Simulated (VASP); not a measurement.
# Driving VASP from ASE on Ti, part 2 of 3

Do ASE scripts that read Ti from different structure formats give one answer, and do several routes find one equilibrium volume? All runs use r2SCAN. Left out of this account: at least 1 further run (self-consistent run: a reference on another mesh). The start is a computed cell from the Materials Project.

VASP 6.6.1, plane waves and PAW; the level of theory is named at each step.

So far. Step 2 (A single point (r2SCAN, through ASE)): The pressure is -0.17 GPa and the largest force 0.000 eV/Å. Step 3 (Total energy, forces and stress (r2SCAN, through ASE)): The energy lies +0.20 meV an atom from the first script, on another mesh.

The starting crystal is not the ambient structure of Ti (hexagonal, No. 194); it is a model or a phase of other conditions.

**4. Full relaxation (r2SCAN, through ASE)**

Level of this step: r2SCAN; plane waves and PAW (Ti_sv) (VASP).

Properties are meant for the cell that this level of theory prefers, so cell and atoms are relaxed first (ISIF = 3) until forces and stress are small; EDIFFG sets the threshold.

Contents of run.py:

```python
import numpy as np
from ase.calculators.vasp import Vasp
from ase.io import read

atoms = read('Ti.cif')

calc = Vasp(
    xc='r2scan',
    pp='PBE',
    prec='Accurate',
    encut=400,
    ediff=1e-06,
    nelm=100,
    ismear=-1,
    sigma=0.05,
    lreal=False,
    algo='Normal',
    lasph=True,
    nbands=24,
    lorbit=11,
    lwave=False,
    lcharg=False,
    kpar=4,
    ibrion=2,
    nsw=60,
    isif=3,
    ediffg=-0.01,
    pp_version='64',
    setups={'Ti': '_sv'},
    kpts=(8, 8, 11),
    gamma=True,
    txt='vasp.out',
)
atoms.calc = calc

print("energy (eV):", round(atoms.get_potential_energy(), 6))
print("Fermi level (eV):", round(calc.get_fermi_level(), 4))
print("forces (eV/A):")
print(np.round(atoms.get_forces(), 4))
print("stress (GPa, Voigt, tension positive):", np.round(atoms.get_stress() * 160.21766, 3))
print("cell (A, degrees):", np.round(atoms.cell.cellpar(), 4))
print("volume (A^3):", round(atoms.get_volume(), 4))
print("positions:")
print(np.round(atoms.get_scaled_positions(), 5))
```

Contents of Ti.cif:

```cif
data_Ti
_cell_length_a 4.56737483
_cell_length_b 4.56737483
_cell_length_c 2.82624427
_cell_angle_alpha 90.00000000
_cell_angle_beta 90.00000000
_cell_angle_gamma 120.00000000
_space_group_name_H-M_alt 'P1'
_space_group_name_Hall 'P 1'
_space_group_IT_number 1
loop_
_space_group_symop_operation_xyz
'x,y,z'
loop_
_atom_site_label
_atom_site_type_symbol
_atom_site_symmetry_multiplicity
_atom_site_Wyckoff_symbol
_atom_site_fract_x
_atom_site_fract_y
_atom_site_fract_z
_atom_site_occupancy
Ti1 Ti 1 a 0.0000000000 0.0000000000 0.0000000000 1
Ti2 Ti 1 a 0.3333333300 0.6666666700 0.5000000000 1
Ti3 Ti 1 a 0.6666666700 0.3333333300 0.5000000000 1
```

PAW data sets: Ti_sv (PBE family, release 64).

The run is started by

```
export ASE_VASP_COMMAND="mpirun -np 4 vasp_std"
python run.py
```

Output:

```text
energy (eV): -38.870816
Fermi level (eV): 8.5359
forces (eV/A):
[[ 0.  0. -0.]
 [ 0. -0.  0.]
 [-0.  0. -0.]]
stress (GPa, Voigt, tension positive): [-0.054 -0.054  0.001 -0.     0.    -0.   ]
cell (A, degrees): [  4.566    4.566    2.8236  90.      90.     120.    ]
volume (A^3): 50.9816
positions:
[[0.      0.      0.     ]
 [0.33333 0.66667 0.5    ]
 [0.66667 0.33333 0.5    ]]
```

The job ended after 2.1 min (4 MPI ranks of Intel Xeon Platinum 8559C (Emerald Rapids), shared host; peak memory 0.67 GiB; 8.1 min of CPU time).

ASE turned this into the INCAR:

```
ENCUT = 400.000000
SIGMA = 0.050000
EDIFF = 1.00e-06
EDIFFG = -1.00e-02
ALGO = Normal
METAGGA = R2SCAN
PREC = Accurate
IBRION = 2
ISIF = 3
ISMEAR = -1
KPAR = 4
LORBIT = 11
NBANDS = 24
NELM = 100
NSW = 60
LASPH = .TRUE.
LCHARG = .FALSE.
LWAVE = .FALSE.
LREAL = .FALSE.
```

The KPOINTS that ASE wrote:

```
KPOINTS created by Atomic Simulation Environment
0
Gamma
8 8 11
0 0 0
```

vasp.out:

```text
[... set-up lines as in an earlier step ...]
 entering main loop
       N       E                     dE             d eps       ncg     rms          rms(c)
DAV:   1     0.385594146247E+03    0.38559E+03   -0.16662E+04  2880   0.164E+03
DAV:   2    -0.152401465971E+01   -0.38712E+03   -0.38130E+03  2992   0.504E+02
DAV:   3    -0.480267755436E+02   -0.46503E+02   -0.45526E+02  5536   0.150E+02
DAV:   4    -0.517177986026E+02   -0.36910E+01   -0.36699E+01  4048   0.371E+01
DAV:   5    -0.518900404533E+02   -0.17224E+00   -0.17219E+00  4616   0.711E+00    0.181E+01
DAV:   6    -0.387556929114E+02    0.13134E+02   -0.23737E+01  3576   0.548E+01    0.312E+00
DAV:   7    -0.388352601149E+02   -0.79567E-01   -0.97349E-01  4208   0.745E+00    0.202E+00
DAV:   8    -0.389012176228E+02   -0.65958E-01   -0.42690E-01  4640   0.743E+00    0.213E+00
DAV:   9    -0.388813086511E+02    0.19909E-01   -0.44772E-01  4256   0.479E+00    0.635E-01
DAV:  10    -0.388800816906E+02    0.12270E-02   -0.51927E-02  4368   0.177E+00    0.129E-01
DAV:  11    -0.388804070317E+02   -0.32534E-03   -0.28844E-03  3808   0.480E-01    0.609E-02
DAV:  12    -0.388804354275E+02   -0.28396E-04   -0.17395E-04  4352   0.112E-01    0.402E-02
DAV:  13    -0.388804506416E+02   -0.15214E-04   -0.10938E-04  4112   0.721E-02    0.113E-02
DAV:  14    -0.388804494604E+02    0.11813E-05   -0.10790E-05  4280   0.305E-02    0.100E-02
DAV:  15    -0.388804508567E+02   -0.13963E-05   -0.25939E-06  3536   0.181E-02    0.512E-03
DAV:  16    -0.388804511888E+02   -0.33217E-06   -0.11936E-06  2152   0.102E-02
   1 F= -.38880451E+02 E0= -.38870740E+02  d E =-.388805E+02
 curvature:   0.00 expect dE= 0.000E+00 dE for cont linesearch  0.000E+00
 trial: gam= 0.00000 g(F)=  0.270E-42 g(S)=  0.187E-03 ort = 0.000E+00 (trialstep = 0.100E+01)
 search vector abs. value=  0.187E-03
 bond charge predicted
       N       E                     dE             d eps       ncg     rms          rms(c)
DAV:   1    -0.388835709943E+02   -0.31201E-02   -0.88672E-02  3656   0.379E+00    0.446E-01
DAV:   2    -0.388808816647E+02    0.26893E-02   -0.17823E-02  4048   0.138E+00    0.205E-01
DAV:   3    -0.388814132390E+02   -0.53157E-03   -0.12865E-02  4352   0.124E+00    0.281E-01
DAV:   4    -0.388803641051E+02    0.10491E-02   -0.76132E-03  4352   0.766E-01    0.505E-02
DAV:   5    -0.388804270117E+02   -0.62907E-04   -0.44457E-04  4032   0.134E-01    0.206E-02
DAV:   6    -0.388804539155E+02   -0.26904E-04   -0.52711E-05  4656   0.404E-02    0.149E-02
DAV:   7    -0.388804787207E+02   -0.24805E-04   -0.45028E-05  4232   0.376E-02    0.758E-03
DAV:   8    -0.388804802544E+02   -0.15337E-05   -0.27909E-06  3008   0.159E-02    0.246E-03
DAV:   9    -0.388804806111E+02   -0.35675E-06   -0.47443E-07  1576   0.691E-03
   2 F= -.38880481E+02 E0= -.38870806E+02  d E =-.294223E-04
 trial-energy change:   -0.000029  1 .order   -0.000040   -0.000187    0.000108
 step:   0.5841(harm=  0.6345)  dis= 0.00000  next Energy=   -38.880504 (dE=-0.525E-04)
 bond charge predicted
       N       E                     dE             d eps       ncg     rms          rms(c)
DAV:   1    -0.388810409886E+02   -0.56073E-03   -0.15397E-02  3632   0.158E+00    0.185E-01
DAV:   2    -0.388805946019E+02    0.44639E-03   -0.31151E-03  4064   0.574E-01    0.865E-02
DAV:   3    -0.388806851972E+02   -0.90595E-04   -0.22764E-03  4304   0.506E-01    0.117E-01
DAV:   4    -0.388804993131E+02    0.18588E-03   -0.13036E-03  4392   0.339E-01    0.205E-02
DAV:   5    -0.388805054140E+02   -0.61008E-05   -0.73610E-05  3984   0.560E-02    0.842E-03
DAV:   6    -0.388805074343E+02   -0.20204E-05   -0.89595E-06  4264   0.165E-02    0.598E-03
DAV:   7    -0.388805079884E+02   -0.55411E-06   -0.79180E-06  3864   0.150E-02
   3 F= -.38880508E+02 E0= -.38870816E+02  d E =-.567996E-04
 curvature:  -0.31 expect dE=-0.291E-05 dE for cont linesearch -0.478E-06
 trial: gam= 0.00000 g(F)=  0.159E-41 g(S)=  0.934E-05 ort =-0.169E-04 (trialstep = 0.917E+00)
 search vector abs. value=  0.934E-05
 reached required accuracy - stopping structural energy minimisation
```

Parts of OUTCAR (step 4):

```text
The static configuration has the point symmetry D_6h.

 Found     60 irreducible k-points:

   NELECT =      36.0000    total number of electrons

 E-fermi :   8.5359

 k-point     1 :       0.0000    0.0000    0.0000
  band No.  band energies     occupation
    ...
     15       7.7290      2.00000
     16       7.7290      2.00000
     17       7.7538      2.00000
     18       7.7538      2.00000
     19       8.5533      0.82788
     20       9.3493      0.00000
     21       9.9680      0.00000
     22       9.9680      0.00000
     23      10.4871      0.00000
     24      10.4871      0.00000

 k-point     2 :       0.1250   -0.0000    0.0000
  band No.  band energies     occupation
    ...
     14       6.4693      2.00000
     15       7.2710      2.00000
     16       7.5876      2.00000
     17       7.6458      2.00000
     18       8.0921      1.99972
     19       8.7338      0.03746
     20       9.3651      0.00000
     21       9.8314      0.00000
     22      10.1086      0.00000
     23      10.1980      0.00000
    ...

  Total        0.0170368      0.0170368     -0.0003673     -0.0000000      0.0000000     -0.0000000
  in kB        0.5354079      0.5354079     -0.0115421     -0.0000000      0.0000000     -0.0000000
  external PRESSURE =       0.3530912 kB  Pullay stress =       0.0000000 kB

  energy-cutoff  :      400.00
  volume of cell :       50.98
      direct lattice vectors                 reciprocal lattice vectors
     4.566002822 -0.000000000  0.000000000     0.219009939  0.126445447 -0.000000000
    -2.283001411  3.954274438  0.000000000     0.000000000  0.252890895 -0.000000000
     0.000000000  0.000000000  2.823646722    -0.000000000 -0.000000000  0.354151953

 POSITION                                       TOTAL-FORCE (eV/Angst)
 -----------------------------------------------------------------------------------
     -2.28300      3.95427      0.00000         0.000000      0.000000     -0.000000
     -0.00000      2.63618      1.41182         0.000000     -0.000000      0.000000
      2.28300      1.31809      1.41182        -0.000000      0.000000     -0.000000
 -----------------------------------------------------------------------------------
    total drift:                               -0.000000      0.000000      0.000000

  FREE ENERGIE OF THE ION-ELECTRON SYSTEM (eV)
  ---------------------------------------------------
  free  energy   TOTEN  =       -38.8805079884 eV

  energy  without entropy=      -38.8611231649  energy(sigma->0) =      -38.87081558

 reached required accuracy - stopping structural energy minimisation

 total charge
# of ion       s       p       d       tot
------------------------------------------
    1        2.238   6.162   1.757  10.157
    2        2.243   6.128   1.917  10.288
    3        2.243   6.128   1.917  10.288
--------------------------------------------------
tot          6.723  18.417   5.591  30.732

[... 6 parts as in an earlier step ...]

[... 6 further parts left out ...]
```

CONTCAR:

```
Ti
   1.00000000000000
     4.5660028223891640   -0.0000000000000000    0.0000000000000000
    -2.2830014111945811    3.9542744379404628    0.0000000000000000
     0.0000000000000000    0.0000000000000000    2.8236467222747383
  Ti
     3
Direct
     0.0000000000000000    1.0000000000000000    0.0000000000000000
     0.3333333300000021    0.6666666699999979    0.5000000000000000
     0.6666666699999979    0.3333333300000021    0.5000000000000000
```

The run keeps the 24 symmetry operations of its start, so it cannot find a distortion of lower symmetry.

The forces vanish from the start, and no atom moves.

Numbers from this step:

```
irreducible k-points            : 60
Fermi energy                    : 8.536 eV
pressure                        : 0.03531 GPa
SCF cycles over all ionic steps : 32
```

It ends with forces that vanish by symmetry and a pressure of 0.04 GPa.

**5. Equation of state by an ASE loop (r2SCAN)**

An ASE loop scales the volume at fixed shape and fractional positions and fits the energies, which gives the bulk modulus of a clamped cell from energies alone.

Contents of run.py:

```python
import numpy as np
from ase.calculators.vasp import Vasp
from ase.io import read
from ase.eos import EquationOfState
from ase.units import GPa

atoms = read('structure.vasp')

calc = Vasp(
    xc='r2scan',
    pp='PBE',
    prec='Accurate',
    encut=400,
    ediff=1e-06,
    nelm=100,
    ismear=-1,
    sigma=0.05,
    lreal=False,
    algo='Normal',
    lasph=True,
    nbands=24,
    lorbit=11,
    lwave=False,
    lcharg=False,
    kpar=4,
    isif=2,
    pp_version='64',
    setups={'Ti': '_sv'},
    kpts=(8, 8, 11),
    gamma=True,
    txt='vasp.out',
)
atoms.calc = calc

cell, volumes, energies = atoms.get_cell(), [], []
for x in [0.94, 0.96, 0.98, 1.0, 1.02, 1.04, 1.06]:
    atoms.set_cell(cell * x ** (1 / 3), scale_atoms=True)
    volumes.append(atoms.get_volume())
    energies.append(atoms.get_potential_energy())
    print(f"{x:.2f}  V = {volumes[-1]:.4f} A^3  E = {energies[-1]:.6f} eV")
v0, e0, b0 = EquationOfState(volumes, energies, eos="birchmurnaghan").fit()
print(f"V0 = {v0:.4f} A^3  E0 = {e0:.6f} eV  B0 = {b0 / GPa:.2f} GPa")
```

Contents of structure.vasp:

```
Ti
1.0
    4.5673748306      0.0000000000      0.0000000000
   -2.2836874153      3.9554626319      0.0000000000
    0.0000000000      0.0000000000      2.8262442700
Ti
3
Direct
    0.0000000000      0.0000000000      0.0000000000
    0.3333333300      0.6666666700      0.5000000000
    0.6666666700      0.3333333300      0.5000000000
```

Output:

```text
0.94  V = 47.9956 A^3  E = -38.783376 eV
0.96  V = 49.0168 A^3  E = -38.830094 eV
0.98  V = 50.0380 A^3  E = -38.858790 eV
1.00  V = 51.0592 A^3  E = -38.870740 eV
1.02  V = 52.0803 A^3  E = -38.867236 eV
1.04  V = 53.1015 A^3  E = -38.850160 eV
1.06  V = 54.1227 A^3  E = -38.820034 eV
V0 = 51.3361 A^3  E0 = -38.871225 eV  B0 = 117.30 GPa
```

It took 5.8 min on 4 MPI ranks; peak memory 0.67 GiB.

The INCAR that ASE wrote:

```
ENCUT = 400.000000
SIGMA = 0.050000
EDIFF = 1.00e-06
ALGO = Normal
METAGGA = R2SCAN
PREC = Accurate
ISIF = 2
ISMEAR = -1
KPAR = 4
LORBIT = 11
NBANDS = 24
NELM = 100
LASPH = .TRUE.
LCHARG = .FALSE.
LWAVE = .FALSE.
LREAL = .FALSE.
```

ASE turned this into the KPOINTS:

```
KPOINTS created by Atomic Simulation Environment
0
Gamma
8 8 11
0 0 0
```

vasp.out (the last of its runs):

```text
[banner, memory and clock lines left out]
running    4 mpi-ranks, on    1 nodes
 distrk:  each k-point on    1 cores,    4 groups
 distr:  one band on    1 cores,    1 groups

 POSCAR found type information on POSCAR Ti
 POSCAR found :  1 types and       3 ions
 [... a notice as in an earlier step ...]

 LDA part: xc-table for (None), standard interpolation
 POSCAR, INCAR and KPOINTS ok, starting setup
 FFT: planning ... GRIDC
 FFT: planning ... GRID_SOFT
 FFT: planning ... GRID
 WAVECAR not read
 WARNING: random wavefunctions but no delay for mixing, default for NELMDL
 entering main loop
       N       E                     dE             d eps       ncg     rms          rms(c)
DAV:   1     0.378524738184E+03    0.37852E+03   -0.16866E+04  2904   0.161E+03
DAV:   2    -0.292585228055E+01   -0.38145E+03   -0.37589E+03  2992   0.497E+02
DAV:   3    -0.481796673918E+02   -0.45254E+02   -0.44386E+02  5568   0.147E+02
DAV:   4    -0.518289419556E+02   -0.36493E+01   -0.36280E+01  3968   0.359E+01
DAV:   5    -0.520198558169E+02   -0.19091E+00   -0.19087E+00  4640   0.742E+00    0.171E+01
DAV:   6    -0.387096029010E+02    0.13310E+02   -0.25190E+01  3576   0.554E+01    0.297E+00
DAV:   7    -0.387887621263E+02   -0.79159E-01   -0.10001E+00  4392   0.729E+00    0.198E+00
DAV:   8    -0.388680286048E+02   -0.79266E-01   -0.41705E-01  4408   0.608E+00    0.186E+00
DAV:   9    -0.388255106079E+02    0.42518E-01   -0.25696E-01  4808   0.463E+00    0.315E-01
DAV:  10    -0.388296599453E+02   -0.41493E-02   -0.14265E-02  4192   0.140E+00    0.922E-02
DAV:  11    -0.388297877526E+02   -0.12781E-03   -0.14490E-03  4000   0.320E-01    0.783E-02
DAV:  12    -0.388298668626E+02   -0.79110E-04   -0.86735E-05  3976   0.790E-02    0.472E-02
DAV:  13    -0.388298906689E+02   -0.23806E-04   -0.95964E-05  4408   0.650E-02    0.144E-02
DAV:  14    -0.388298936375E+02   -0.29686E-05   -0.10032E-05  4392   0.222E-02    0.242E-03
DAV:  15    -0.388298937970E+02   -0.15947E-06   -0.60738E-07  1856   0.865E-03
   1 F= -.38829894E+02 E0= -.38820034E+02  d E =-.197206E-01
```

From OUTCAR (step 5):

```text
   ENCUT  =  400.0 eV  29.40 Ry    5.42 a.u.   7.59  7.59  4.70*2*pi/ulx,y,z

   NELECT =      36.0000    total number of electrons

 E-fermi :   7.8987

 k-point     1 :       0.0000    0.0000    0.0000
  band No.  band energies     occupation
    ...
     15       7.1225      2.00000
     16       7.1225      2.00000
     17       7.1378      2.00000
     18       7.1378      2.00000
     19       7.9042      0.94519
     20       8.6768      0.00000
     21       9.2554      0.00000
     22       9.2554      0.00000
     23       9.7303      0.00000
     24       9.7512      0.00000

  Total       -2.0812921     -2.0812921     -2.2870457      0.0000000      0.0000000     -0.0000000
  in kB      -61.6118325    -61.6118325    -67.7026904      0.0000000      0.0000000     -0.0000000
  external PRESSURE =     -63.6421185 kB  Pullay stress =       0.0000000 kB

 POSITION                                       TOTAL-FORCE (eV/Angst)
 -----------------------------------------------------------------------------------
      0.00000      0.00000      0.00000        -0.000000      0.000000      0.000000
     -0.00000      2.68869      1.44084         0.000000      0.000000      0.000000
      2.32848      1.34435      1.44084        -0.000000     -0.000000      0.000000
 -----------------------------------------------------------------------------------
    total drift:                               -0.000000      0.000000      0.000000

  FREE ENERGIE OF THE ION-ELECTRON SYSTEM (eV)
  ---------------------------------------------------
  free  energy   TOTEN  =       -38.8298937970 eV

  energy  without entropy=      -38.8101732223  energy(sigma->0) =      -38.82003351

[... 3 parts as in an earlier step ...]

[... 13 further parts left out ...]
```

This step gave:

- bulk modulus: 117.3 GPa
- equilibrium volume of the fit: 17.11 Å³/atom

The fit over cells of fixed shape and fractional positions puts the volume +0.70 % from the relaxed one.

[end of part 2 of 3]

[Lines on the potential files, build, host, timing and source positions are cut from VASP's logs without a mark.]

[Logs are printed without paths, hosts, clocks, repeated set-up lines and the standing remarks that a program may print on its own settings, such as how far it seeks lower states.]

[Hosts, paths, dates, database ids (printed as entryN), source tags and the programs' standing remarks are cut or masked in the printed files.]

[A measured line is paired with the nearest computed mode of its activity, which favours agreement.]

[In band tables of VASP the shares of atoms and orbitals are scaled to a sum of 1 inside the atoms' spheres.]
